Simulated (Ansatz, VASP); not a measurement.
# Cross-check of Be48H95 (V_H1) between VASP and Ansatz

One calculation is typed for both programs; each brings its own data sets. How far apart do they land? The cell is taken from a series of runs on this material, whose earlier steps may have relaxed, scaled, displaced or heated it; both programs get it as it stands.

Calculated with Ansatz 0.2.0; plane waves, with VASP 6.6.1 beside it; single point at PBEsol.

## (1) Starting point

The cell holds 143 atoms: 48 Be and 95 H. Its edges and angles: a = 12.225 Å, b = 12.225 Å, c = 12.225 Å, α = 141.9°, β = 88.5°, γ = 103.9°. It derives from BeH2 (BeH2 (Ibam)). Nearest the centre at fractional (0.622, 0.447, 0.415): H102 at 2.07 Å, H121 at 2.27 Å, H107 at 2.42 Å, H137 at 2.45 Å, H143 at 2.46 Å, H140 at 2.53 Å, H114 at 2.54 Å, H52 at 2.54 Å.

## (2) Ansatz: single point, PBEsol

Ansatz runs on its default PAW (the set named soft_2) files.

With cell and atoms fixed, the geometry can't cause a difference; cores, projectors, grids and the points listed under the comparison can.

input.yaml reads:

```yaml
crystal:
  lattice:
    - [-3.99332615, 8.75735955, 7.53777216]
    - [3.99332615, -8.75735955, 7.53777216]
    - [3.99332615, 8.75735955, -7.53777216]
  atoms:
    - { symbol: Be, position: [0.12634308235, 0.37760901884, 0.24934142481] }
    - { symbol: Be, position: [0.37844540869, 0.11198748665, 0.24576122386] }
[... 1 atom line left out ...]
    - { symbol: Be, position: [0.33520093657, 0.44100878088, 0.27395708198] }
[... 1 atom line left out ...]
    - { symbol: Be, position: [0.41141803103, 0.18806996557, 0.10148384534] }
[... 17 atom lines left out ...]
    - { symbol: Be, position: [0.41197937791, 0.19313013719, 0.6128054447] }
    - { symbol: H, position: [0.27951287392, 0.19846997482, 0.83109780093] }
[... 1 atom line left out ...]
    - { symbol: H, position: [0.38015284802, 0.05547343449, 0.59130735845] }
    - { symbol: H, position: [0.46299493481, 0.29102688494, 0.91824990679] }
    - { symbol: H, position: [0.32419918486, 0.10040055055, 0.95534126222] }
[... 11 atom lines left out ...]
    - { symbol: Be, position: [0.16652568629, 0.56089983204, 0.22452596992] }
[... 1 atom line left out ...]
    - { symbol: H, position: [0.28349185529, 0.69784386644, 0.32520412926] }
    - { symbol: H, position: [0.12841492202, 0.54522950418, 0.32452062776] }
    - { symbol: H, position: [0.38779407744, 0.5571058351, 0.08897793882] }
    - { symbol: H, position: [0.46887498122, 0.79692107954, 0.41923680341] }
    - { symbol: H, position: [0.34238082558, 0.61731936297, 0.45805895948] }
    - { symbol: H, position: [0.09329165562, 0.63720057365, 0.22402995826] }
    - { symbol: H, position: [0.16376336416, 0.88531259728, 0.04095712886] }
[... 1 atom line left out ...]
    - { symbol: H, position: [0.02644481484, 0.72192587747, 0.09349847273] }
    - { symbol: H, position: [0.12007913792, 0.95387551448, 0.41926845617] }
[... 3 atom lines left out ...]
    - { symbol: Be, position: [0.37311524666, 0.62046993304, 0.7461704593] }
[... 2 atom lines left out ...]
    - { symbol: Be, position: [0.16678141599, 0.56001278148, 0.72496392522] }
[... 11 atom lines left out ...]
    - { symbol: H, position: [0.37085367136, 0.95854092031, 0.68106851683] }
[... 5 atom lines left out ...]
    - { symbol: Be, position: [0.67815910703, 0.05979133359, 0.2030750154] }
[... 9 atom lines left out ...]
    - { symbol: H, position: [0.52202514628, 0.19074584775, 0.05544207076] }
[... 9 atom lines left out ...]
    - { symbol: H, position: [0.62731260984, 0.02742981915, 0.81175077263] }
    - { symbol: H, position: [0.87839400101, 0.0611811459, 0.59283569688] }
[... 3 atom lines left out ...]
    - { symbol: H, position: [0.6764316827, 0.38557473233, 0.5582781083] }
    - { symbol: H, position: [0.91120416971, 0.37763463005, 0.79056797105] }
    - { symbol: H, position: [0.53212183132, 0.21730079495, 0.60067528699] }
    - { symbol: H, position: [0.62432893393, 0.44799615335, 0.92869049889] }
    - { symbol: H, position: [0.87255230742, 0.46031023692, 0.68336400481] }
    - { symbol: H, position: [0.71881517035, 0.30955206538, 0.68800525829] }
[... 6 atom lines left out ...]
    - { symbol: H, position: [0.79282742822, 0.71304126863, 0.33815293944] }
[... 5 atom lines left out ...]
    - { symbol: H, position: [0.6562850623, 0.8702208106, 0.02809796984] }
    - { symbol: H, position: [0.88742024062, 0.86026673323, 0.28293400979] }
[... 2 atom lines left out ...]
    - { symbol: H, position: [0.88927757296, 0.96684018535, 0.18839598274] }
[... 7 atom lines left out ...]
    - { symbol: H, position: [0.7830853358, 0.69777302402, 0.83359049372] }
    - { symbol: H, position: [0.6292526399, 0.55225319535, 0.84201127189] }
    - { symbol: H, position: [0.87365586674, 0.5530224835, 0.58894627848] }
[... 2 atom lines left out ...]
    - { symbol: H, position: [0.59239548399, 0.61806156862, 0.71157439271] }
    - { symbol: H, position: [0.66831149529, 0.89039147812, 0.5330925012] }
    - { symbol: H, position: [0.91151205693, 0.86889850303, 0.776828689] }
    - { symbol: H, position: [0.53093305427, 0.69601735729, 0.5786685276] }
    - { symbol: H, position: [0.62384367642, 0.93887615048, 0.90700056893] }
    - { symbol: H, position: [0.86919081286, 0.95685115548, 0.67417025127] }
    - { symbol: H, position: [0.71903620878, 0.79248175642, 0.66517966904] }
  host:
    repeats: [2, 2, 2]
    atoms:
      - { symbol: Be, position: [0.25, 0.75, 0.5] }
      - { symbol: Be, position: [0.75, 0.25, 0.5] }
      # ... 16 more atoms of the perfect host
basis:
  ecutwfc: 420
  xc_grid: 2
hamiltonian:
  xc: pbesol
kpoints:
  mp_grid: { grid: [1, 1, 1] }
magnetization:
  spin_polarized: true
  initial_magnetization: 1
  spin_locking: { lock_magnetization: hard }
scf:
  occupations: { method: fermi_dirac, width: 0.01 }
  max_iter: 100
output:
  forces: true
  charged_corrections:
    epsilon: [3.63, 3.74, 3.59]
    static_epsilon: [4.37, 5.16, 5.26]
    defect_position: [0.621773, 0.447316, 0.415093]
checkpoint:
  read: "../q0_M1.relax_smeared.run"
  write: "../cc1.q0_M1.l1.5.run"
  compress: false
  write_wavefunctions: false
  write_every: 100000
```

Started as:

```bash
ansatz run input.yaml --threads 4 --pin off --max-ram 7536MiB --backend cpu --events-out ev --progress --plain --runs-dir out
```

Numbers of over 12 decimals in the logs are rounded to 6 here.

The log of the run:

```text
Warning: checkpoint.read: the run can stay near the saved state's solution: 143 site(s) moved relative to the saved geometry (max |Δs| = 1.151e-1 fractional); the SCF starts from the saved state under `checkpoint.density_extrapolation: transplant`, in force with no word given; its orbitals are not used off its sites. A run without `checkpoint.read` takes nothing of the state. A lower free energy from it at the same positions (and U, V and field ramp, if any), with starting moments typed, shows a solution that this start missed, and an equal or higher one rules none out (checkpoint.read, Limitations, in the input reference)
Engine: ansatz 0.2.0, x86_64-unknown-linux-gnu
Pseudopotentials: kind: paw
Pseudopotential: Be, paw, valence charge 2, recommended cutoff 420 eV (normal), Be.paw.azcp
Pseudopotential: H, paw, valence charge 1, recommended cutoff 420 eV (normal), H.paw.azcp
Functional definition: PBEsol
  exchange = pbesol_x
  correlation = pbesol_c
Crystal: 143 atoms, lattice volume = 1054.414 Å³
Basis set: ecut = 420 eV, 20653 PW (Γ), exchange–correlation on 180×180×180 points (8 copies of the dense FFT grid, shifted against one another)
Bands: 239, of which v1, the nominal top of the filled ones, is band 96 counted from 1 (95 counted from 0)
Symmetry: 1 space group operations
Space group: P1 (ITA 1), of the structure as read, at distance tolerance 1.0e-4 Å
Magnetic group: BNS 1.1 (UNI 1), of the structure as read, at distance tolerance 1.0e-4 Å
k-points: 1
Non-local potential: Be, projectors of the file, l = 0: 2, l = 1: 2, l = 2: 1
Non-local potential: H, projectors of the file, l = 0: 2, l = 1: 1
PAW form: soft (Blöchl's): semilocal exchange-correlation on the pseudo side does not see the compensation charge
PAW frozen core: Be, regenerated for the run's functional, and the local potential with it (the file was generated under x = pbe(κ = 0.804, μ = 0.219515), c = pbe(β = 0.066725))
PAW one-centre angular grid: Be, 110 points (default); XC on 64 Gauss nodes
PAW one-centre angular grid: H, 110 points (default); XC on 64 Gauss nodes
Initial density: read from a saved state, or passed on in memory by an earlier SCF of this step, an earlier step, the calling program or the single point that the run made first, carried with its atoms to this geometry
Starting moments: Σ|m| = 1 μB on 143 of 143 sites; this step starts from the density that it was given
Initial wavefunctions: pseudopotential atomic-orbital guess
Functional: x = pbesol(κ = 0.804, μ = 0.123457), c = pbesol(β = 0.046)
SCF iter   1: F=—  HF=-5822.650479 eV  |F-HF|=—  |Δ(HF+E_count)|=         —  Δρ=1.56e-2 (↑1.56e-2 ↓1.55e-2)  dr2=8.43e0  dr2_m=1.45e-1  M=1.000 μB ∫|m|=1.056 μB  β_m=0.30  ethr=3.10e-3  ⟨swp⟩=8.0  Hψ=2978  notcnv=0  defer=76
preconditioner: auto → Resta (q_TF=auto, 2.052 Å⁻¹)  ε∞=2.7  [insulator: Δε(μ)=0.168 eV  Ē_g=11.982 eV  σ=0.010 eV  W_gap=1.00  n_scr=150 (ndim 8)  ℏωp=15.8 eV  f_vac=0.005  D(μ)=0.05/eV (n_scr^D=0)  ε∞_Penn≈2.7]
spin=Collinear: Resta preconditioning applied to the charge; magnetization (m = ρ↑ − ρ↓) channel mixes plain (no charge-response kernel on spin).
SCF iter   2: F=—  HF=-5821.487109 eV  |F-HF|=—  |Δ(HF+E_count)|=    1.16e0  Δρ=1.08e-2 (↑1.08e-2 ↓1.08e-2)  dr2=3.73e0  dr2_m=6.68e-2  M=1.000 μB ∫|m|=1.059 μB  β_m=0.60  ethr=3.10e-3  ⟨swp⟩=1.0  Hψ=550  notcnv=0  defer=94
SCF iter   3: F=—  HF=-5821.029816 eV  |F-HF|=—  |Δ(HF+E_count)|=   4.57e-1  Δρ=3.20e-3 (↑3.20e-3 ↓1.47e-3)  dr2=8.27e-1  dr2_m=2.00e-2  M=1.000 μB ∫|m|=1.115 μB  β_m=0.51  ethr=1.95e-3  ⟨swp⟩=2.0  Hψ=416  notcnv=0  defer=116
SCF iter   4: F=—  HF=-5820.932312 eV  |F-HF|=—  |Δ(HF+E_count)|=   9.75e-2  Δρ=9.82e-4 (↑9.82e-4 ↓6.49e-4)  dr2=5.62e-2  dr2_m=1.44e-3  M=1.000 μB ∫|m|=1.111 μB  β_m=0.75  ethr=4.33e-4  ⟨swp⟩=2.0  Hψ=557  notcnv=0  defer=270
SCF iter   5: F=—  HF=-5820.938910 eV  |F-HF|=—  |Δ(HF+E_count)|=   6.60e-3  Δρ=9.69e-4 (↑9.69e-4 ↓1.65e-4)  dr2=7.36e-2  dr2_m=2.26e-3  M=1.000 μB ∫|m|=1.122 μB  β_m=0.75  ethr=2.94e-5  ⟨swp⟩=4.0  Hψ=428  notcnv=0  defer=270
SCF iter   6: F=—  HF=-5820.933948 eV  |F-HF|=—  |Δ(HF+E_count)|=   4.96e-3  Δρ=1.16e-4 (↑1.16e-4 ↓7.65e-5)  dr2=8.43e-4  dr2_m=2.64e-5  M=1.000 μB ∫|m|=1.122 μB  β_m=0.76  ethr=2.94e-5  ⟨swp⟩=3.0  Hψ=231  notcnv=0  defer=270
SCF iter   7: F=—  HF=-5820.934208 eV  |F-HF|=—  |Δ(HF+E_count)|=   2.61e-4  Δρ=2.77e-5 (↑2.77e-5 ↓2.66e-5)  dr2=4.05e-5  dr2_m=1.48e-6  M=1.000 μB ∫|m|=1.124 μB  β_m=0.88  ethr=4.41e-7  ⟨swp⟩=2.0  Hψ=326  notcnv=0  defer=270
SCF iter   8: F=—  HF=-5820.934183 eV  |F-HF|=—  |Δ(HF+E_count)|=   2.55e-5  Δρ=7.92e-6 (↑7.92e-6 ↓5.23e-6)  dr2=4.23e-6  dr2_m=1.20e-7  M=1.000 μB ∫|m|=1.126 μB  β_m=0.93  ethr=2.12e-8  ⟨swp⟩=2.0  Hψ=669  notcnv=0  defer=270
[...]
atom  64  H     -0.04012108    -0.05492686    -0.07447460
  atom  65  H      0.00462022    -0.05752050    -0.02507290
  atom  66  H      0.00112630     0.01141735    -0.00112634
  atom  67  H      0.02224582    -0.00578029     0.00119591
  atom  68  H     -0.01975710    -0.02999623    -0.03121418
  atom  69  H      0.03481040     0.03520226     0.03416565
  atom  70  H     -0.01424992     0.01428174    -0.01090986
  atom  71  H     -0.02205430    -0.02531423    -0.04634710
  atom  72  H      0.00149660    -0.04351224    -0.04257317
  atom  73  Be     1.24219117     4.52817220    -5.83155253
  atom  74  Be     0.06884065    -0.11206430    -0.11980866
  atom  75  Be     4.19381717    -3.68788125     2.01006609
  atom  76  Be    -0.18769924    -0.33265341    -0.34606524
  atom  77  Be     0.34867065    -0.48298252     0.28943480
  atom  78  Be     0.11729302    -0.11149080    -0.05560405
  atom  79  H     -0.11289253     0.05206552     0.00389815
  atom  80  H     -3.90272208     3.10215230    -1.11161816
  atom  81  H      0.00167209     0.04880257     0.02600274
  atom  82  H      0.00169072     0.03375224     0.05357651
  atom  83  H      0.06713500     0.06439569     0.02395323
  atom  84  H      0.11565279     0.58026591    -0.74293704
  atom  85  H     -1.65115668    -3.89672651     4.64282671
  atom  86  H     -0.08182123     0.08988901     0.06833821
  atom  87  H      0.24700743    -0.06281782     0.72870038
[...]
atom 136  H      0.02055632     0.02654355     0.02790754
  atom 137  H      0.04234042     0.03054874    -0.01306754
  atom 138  H     -0.25346255     0.00443453     0.05424245
  atom 139  H     -0.00634385     0.05540939     0.03056685
  atom 140  H      0.00803054    -0.04034330    -0.06418544
  atom 141  H     -0.02535141    -0.00592223    -0.02542051
  atom 142  H      0.01035717     0.02614141     0.03245191
  atom 143  H     -0.00825294     0.06483982     0.05003056
  max |Σ_I F_I| component: 1.12e-5 eV/Å
--- Band table (eV) ---
  k-point 0 ↑: bands = [... 92 lower, -0.9805, -0.9466, -0.7917, 3.5846, 3.7510, 4.0310, 4.1603, 4.2350, ... 139 higher]
  k-point 0 ↓: bands = [... 92 lower, -0.9548, -0.9336, -0.7667, 3.8487, 3.9156, 4.1039, 4.2234, 4.2617, ... 139 higher]
```

## (3) VASP: single point, PBEsol

The same cell, functional, mesh and smearing now go to VASP, with its own data sets.

Lines of VASP's logs that name or quote its potential files are left out, and so is its time.

INCAR reads:

```
SYSTEM = Be48H95
PREC = Accurate
ENCUT = 520
EDIFF = 1E-06
NELM = 200
ISMEAR = -1
SIGMA = 0.01
LREAL = Auto
ALGO = Normal
GGA = PS
NBANDS = 195
ISPIN = 2
MAGMOM = 0 0 0 0 0 0 0 0 0 0 0 0 0 0 0 0 0 0 0 0 0 0 0 0 0.01 0 0 0 0.01 0 0.01 0 0 0 0.01 0 0 0 0.01 0 0.02 0 0 0 0 0 0 0 0 -0 -0 0 0 0 0 0 0 -0 -0 0 -0 0 0 0 0 0 0 0 -0 0 -0 -0 -0 -0 -0 -0 -0 0 0 -0 0 0 -0 0 -0 0 0 0 0 -0 0 0 0 0 -0 0 -0 -0 0 0 0 -0 0 -0 -0 -0 -0 -0 -0 -0 -0 0 0.01 -0 0 -0 -0 -0 -0 -0 -0 -0 0 0 0 -0 0 -0 0 -0 0 -0 0 -0 -0 0 -0 0 0 -0 -0 -0 -0
LORBIT = 11
LWAVE = .FALSE.
LCHARG = .FALSE.
ISIF = 2
NUPDOWN = 1
LASPH = .TRUE.
GGA_COMPAT = .FALSE.
```

POSCAR reads:

```
Be48H95
1.0
   -3.9933261508      8.7573595481      7.5377721599
    3.9933261508     -8.7573595481      7.5377721599
    3.9933261508      8.7573595481     -7.5377721599
Be H
48 95
Direct
    0.1263430824      0.3776090188      0.2493414248
    0.3784454087      0.1119874867      0.2457612239
[... 1 atom line left out ...]
    0.3352009366      0.4410087809      0.2739570820
[... 1 atom line left out ...]
    0.4114180310      0.1880699656      0.1014838453
[... 17 atom lines left out ...]
    0.4146996048      0.6855294290      0.6040201653
    0.6277302433      0.3484659651      0.1254693033
[... 1 atom line left out ...]
    0.5779444536      0.1992967639      0.3963306058
    0.8352075771      0.4449014642      0.2747245588
    0.6781591070      0.0597913336      0.2030750154
[... 11 atom lines left out ...]
    0.6731766972      0.6054884367      0.2537754185
[... 1 atom line left out ...]
    0.6257754183      0.8612579631      0.7389709685
    0.8763492233      0.6268402088      0.7556417079
    0.5818862986      0.7964887299      0.8786904286
    0.8342690360      0.9370877922      0.7721441743
    0.6680824803      0.5586274231      0.7345295519
    0.9136187868      0.6874271754      0.6058712899
    0.2909774420      0.1950331138      0.3238262216
[... 1 atom line left out ...]
    0.4065535260      0.0673037381      0.1005724843
    0.4758668970      0.2593272693      0.4145789911
[... 3 atom lines left out ...]
    0.4112827374      0.3673810907      0.2753724388
[... 2 atom lines left out ...]
    0.3783933892      0.4625084684      0.1792779354
[... 11 atom lines left out ...]
    0.3711177497      0.4560872049      0.6769663945
[... 5 atom lines left out ...]
    0.3423808256      0.6173193630      0.4580589595
[... 9 atom lines left out ...]
    0.3777190131      0.5459623451      0.5801916451
[... 9 atom lines left out ...]
    0.7916094570      0.1877374101      0.3286331810
    0.6043648625      0.0704708663      0.3202264377
[... 3 atom lines left out ...]
    0.6244796425      0.1824049754      0.2481990742
    0.6461470119      0.3849079269      0.0651321146
    0.8979387776      0.3575278824      0.2713496490
    0.5220251463      0.1907458477      0.0554420708
    0.8781444169      0.4650185414      0.1801867596
    0.7150713163      0.3104324774      0.1717687555
[... 6 atom lines left out ...]
    0.6764316827      0.3855747323      0.5582781083
[... 5 atom lines left out ...]
    0.7928274282      0.7130412686      0.3381529394
    0.6241547860      0.5453731849      0.3161326832
[... 2 atom lines left out ...]
    0.8360902755      0.6136996998      0.4586566380
[... 7 atom lines left out ...]
    0.7830853358      0.6977730240      0.8335904937
    0.6292526399      0.5522531953      0.8420112719
    0.8736558667      0.5530224835      0.5889462785
[... 2 atom lines left out ...]
    0.5923954840      0.6180615686      0.7115743927
    0.6683114953      0.8903914781      0.5330925012
    0.9115120569      0.8688985030      0.7768286890
    0.5309330543      0.6960173573      0.5786685276
    0.6238436764      0.9388761505      0.9070005689
    0.8691908129      0.9568511555      0.6741702513
    0.7190362088      0.7924817564      0.6651796690
```

KPOINTS reads:

```
Automatic mesh
0
Gamma
1 1 1
0 0 0
```

The projector-augmented-wave data sets are Be and H (PBE family, release 64).

Started as:

```bash
export OMP_NUM_THREADS=3
mpirun -np 1 vasp_gam
```

The log of the run:

```text
[banner, memory and clock lines left out]
running    1 mpi-ranks, on    1 nodes
[...]
Offloading initialized ...    1 GPUs detected
[...]
|                                                                             |
|               ----> ADVICE to this user running VASP <----                  |
|                                                                             |
|     You enforced a specific xc type in the INCAR file but a different       |
|     [... a line on the potential file left out ...]
|     I HOPE YOU KNOW WHAT YOU ARE DOING!                                     |
|                                                                             |

 LDA part: xc-table for (Slater+PW92), standard interpolation
 POSCAR, INCAR and KPOINTS ok, starting setup
[...]
entering main loop
       N       E                     dE             d eps       ncg     rms          rms(c)
DAV:   1     0.646745725962E+03    0.64675E+03   -0.79253E+04   780   0.856E+02
DAV:   2    -0.391149877184E+03   -0.10379E+04   -0.85008E+03  1120   0.182E+02
DAV:   3    -0.526113376084E+03   -0.13496E+03   -0.13235E+03   992   0.577E+01
DAV:   4    -0.528853098895E+03   -0.27397E+01   -0.27312E+01   992   0.876E+00
[...]
DAV:  17    -0.502312337823E+03   -0.68243E-05   -0.60930E-06   880   0.439E-03    0.116E-02
DAV:  18    -0.502312340914E+03   -0.30910E-05   -0.58172E-06   888   0.656E-03    0.214E-03
DAV:  19    -0.502312341814E+03   -0.89955E-06   -0.48307E-06  1024   0.375E-03
   1 F= -.50231234E+03 E0= -.50231232E+03  d E =-.430502E-04  mag=     1.0000
```

OUTCAR, selected parts (step 3):

```text
 magnetization (x)
# of ion       s       p       d       tot
------------------------------------------
    1        0.000   0.000   0.000   0.000
    2        0.001  -0.000   0.000   0.001
    3       -0.000   0.000   0.000   0.000
    4        0.001   0.000   0.000   0.002
    5        0.002   0.000   0.000   0.002
    6        0.003   0.001   0.000   0.004
[...]
141       -0.000   0.000   0.000  -0.000
  142       -0.000   0.000   0.000  -0.000
  143       -0.000   0.000   0.000  -0.000
--------------------------------------------------
tot          0.070   0.315   0.000   0.384
```

The run ends at a pressure of 1.26 GPa, with forces up to 7.5 eV/Å.

## (4) Differences

Known differences besides the potentials themselves: VASP starts from the moments at which Ansatz ended; the cutoff is 420 eV in Ansatz and 520 eV in VASP (PREC = Accurate, projectors in real space); Ansatz makes its cores anew for this functional, VASP keeps those of its PBE data sets; site moments are counted in spheres of each program's own size. Total energies have different zeros and are not compared.

The two programs side by side:

```
                             quantity  Ansatz  VASP  difference
total moment, fixed by the input (μB)    1.00  1.00        0.00
                  moment on Be41 (μB)    0.02  0.08       -0.06
```

Forces on 8 of the 143 atoms, those with the largest forces and the largest differences (eV/Å; atoms numbered as in POSCAR):

```
atom         Ansatz x, y, z           VASP x, y, z
Be25   1.242, 4.528, -5.832   1.220, 4.512, -5.815
Be27   4.194, -3.688, 2.010   4.188, -3.683, 1.995
Be33    0.577, 0.513, 0.166    0.579, 0.518, 0.167
 H98  -3.903, 3.102, -1.112  -3.894, 3.097, -1.114
H102   0.116, 0.580, -0.743   0.120, 0.569, -0.737
H103  -1.651, -3.897, 4.643  -1.650, -3.879, 4.623
H105   0.247, -0.063, 0.729   0.243, -0.056, 0.736
H121  -0.627, -0.049, 0.179  -0.614, -0.042, 0.166
```

The forces differ by 6.1 meV/Å r.m.s., which is 1.0 % of the r.m.s. force of 0.617 eV/Å (both taken over all components).

## (5) Results

| Item | Value |
| --- | --- |
| r.m.s. force difference (single point, PBEsol) | 0.98 % of the r.m.s. force |

**Reading.** The r.m.s. force difference is 0.98 % of the r.m.s. force (single point, PBEsol), within the 3 % picked in this series as the mark of a large difference. Such differences can come from data sets, numerical settings and the points named under the comparisons, not from the functional's error against experiment.

[Lines on the potential files, build, host, timing and source positions are cut from VASP's logs without a mark.]

[Logs are printed without paths, hosts, clocks, repeated set-up lines and the standing remarks that a program may print on its own settings, such as how far it seeks lower states.]

[Hosts, paths, dates, database ids (printed as entryN), source tags and the programs' standing remarks are cut or masked in the printed files.]
